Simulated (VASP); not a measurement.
```yaml
crystal:
  lattice:
    - [1.58113, -2.73859, 0.00000]
    - [1.58113, 2.73859, 0.00000]
    - [0.00000, 0.00000, 5.19191]
  atoms:
    - { symbol: Si, position: [0.66667, 0.33333, 0.49957] }
    - { symbol: Si, position: [0.33333, 0.66667, 0.99957] }
    - { symbol: C, position: [0.66667, 0.33333, 0.87543] }
    - { symbol: C, position: [0.33333, 0.66667, 0.37543] }
```

All values below come from revPBE GGA, VASP's PBE PAW potentials (set 64) (plane waves; VASP). Settings: 520 eV cut-off, 8×8×5 Γ-centred mesh, Gaussian smearing of 0.050 eV, potentials Si C.

Q: Give the stress tensor in GPa (positive for a compressed cell).

A: 
```
-10.83    0.00    0.00
  0.00  -10.83    0.00
  0.00    0.00  -10.82
```
The pressure is its mean diagonal, -10.82 GPa.

The compound is SiC in the wurtzite structure, the rare 2H polytype. This cell is one point of a volume scan, at 1.06 of the reference volume.
